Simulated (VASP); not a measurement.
An input for Ansatz (written as the equivalent of a VASP run, and not itself run):

Ansatz 0.2 input:
```yaml
crystal:
  lattice:
    - [0.0000000, 2.7906649, 2.7906649]
    - [2.7906649, 0.0000000, 2.7906649]
    - [2.7906649, 2.7906649, 0.0000000]
  atoms:
    - { symbol: W, position: [0.0000000, 0.0000000, 0.0000000] }
    - { symbol: Si, position: [0.2500000, 0.2500000, 0.2500000] }
kpoints:
  mp_grid: { grid: [10, 10, 10] }
hamiltonian:
  xc: pbe
  pseudopotentials: { kind: paw }
scf:
  occupations: { method: methfessel_paxton, width: 0.1 }
  max_iter: 100
relax:
  max_steps: 60
  f_tol: 0.01
  cell: {}
output: { forces: true, stress: true, eigenvalues: true }
```

Problem. Translate this input to VASP (INCAR, KPOINTS, POSCAR, choice of POTCAR).

Solution. One answer among several that fit: 
### KPOINTS
```
Regular mesh
0
Gamma
  10 10 10
```

POSCAR:
```
WSi
1.0
  0.0000000000   2.7906649211   2.7906649211
  2.7906649211   0.0000000000   2.7906649211
  2.7906649211   2.7906649211   0.0000000000
W Si
1 1
Cartesian
  0.0000000000   0.0000000000   0.0000000000
  1.3953324605   1.3953324605   1.3953324605
```

INCAR:
```
SYSTEM=WSi
PREC=Accurate; ENCUT=400; LREAL=.FALSE.
LASPH=.TRUE.
EDIFF=1E-6; NELM=100; ALGO=Normal
LMAXMIX=6
ISMEAR=1; SIGMA=0.1
GGA=PE
IBRION=2; NSW=60; ISIF=3
EDIFFG=-0.01
LWAVE=.FALSE.; LCHARG=.FALSE.
```

POTCAR, in this order: W_sv Si (PBE.64 set). Program: vasp_std.

The two are equivalent in intent, not identical: each code has its own PAW files, so the cut-off isn't converted (ENCUT is set for VASP's; basis.ecutwfc is left out, and Ansatz then takes the one that its files recommend); Ansatz stops its SCF on the density residual and VASP on the energy change (EDIFF).

The structure was generated: WSi was put into the zinc blende type (F-43m), which need not be its known phase. It was relaxed first, which changed the volume by -31 %. The start is the result of an earlier pass.
